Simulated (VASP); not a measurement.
Input for VASP

KPOINTS:
```
Automatic
0
gamma
6 6 6
```

POSCAR:
```
Li2S
1.0
  0.0000000000   2.8512961901   2.8512961901
  2.8512961901   0.0000000000   2.8512961901
  2.8512961901   2.8512961901   0.0000000000
Li S
2 1
Cartesian
  1.4256480950   1.4256480950   1.4256480950
  4.2769442851   4.2769442851   4.2769442851
  0.0000000000   0.0000000000   0.0000000000
```

INCAR:
```
# general
SYSTEM   = Li2S
PREC     = Accurate
ENCUT    = 520   # plane-wave cut-off (eV)
LREAL    = F
LASPH    = T   # aspherical one-centre terms

# electronic loop
EDIFF    = 1E-6
NELM     = 100   # most electronic steps
ALGO     = Normal   # blocked Davidson

# smearing
ISMEAR   = 0
SIGMA    = 0.05   # width (eV)

# functional
GGA      = CX
LUSE_VDW = T
AGGAC    = 0.0

# ions
IBRION   = 2
NSW      = 60   # most ionic steps
ISIF     = 3   # ions, shape and volume
EDIFFG   = -0.02   # ionic stop

# output
LWAVE    = F
LCHARG   = F
```

POTCAR, in this order: Li_sv S (PBE.64 set). Program: vasp_std.

Task: Translate this vdW-DF-cx calculation to Quantum ESPRESSO's pw.x.

Result: One equivalent input (not run):
```
&CONTROL
  calculation = 'vc-relax'
  pseudo_dir = './pseudo'
  outdir = './out'
  tprnfor = .true.
  tstress = .true.
  nstep = 60
  forc_conv_thr = 0.00078
/
&SYSTEM
  ibrav = 0
  nat = 3
  ntyp = 2
  ecutwfc = 74
  occupations = 'smearing'
  smearing = 'gaussian'
  degauss = 0.003675
  input_dft = 'vdw-df-cx'
/
&ELECTRONS
  conv_thr = 7.3e-08
  electron_maxstep = 100
/
&IONS
/
&CELL
/
ATOMIC_SPECIES
  Li 6.940 Li.upf
  S 32.060 S.upf
CELL_PARAMETERS angstrom
     0.0000000    2.8512962    2.8512962
     2.8512962    0.0000000    2.8512962
     2.8512962    2.8512962    0.0000000
ATOMIC_POSITIONS crystal
  Li   0.2500000  0.2500000  0.2500000
  Li   0.7500000  0.7500000  0.7500000
  S    0.0000000  0.0000000  0.0000000
K_POINTS automatic
  6 6 6 0 0 0
```
Limits of the translation: the potentials are each code's own (VASP's PAW set, PseudoDojo norm-conserving files in pw.x), so ENCUT and ecutwfc are chosen apart and not converted; conv_thr bounds pw.x's estimated SCF error, while EDIFF bounds the energy change between steps; forc_conv_thr acts on force components and is met together with etot_conv_thr.

The compound is Li2S in the antifluorite structure. It was relaxed first. The start is the result of an earlier pass.
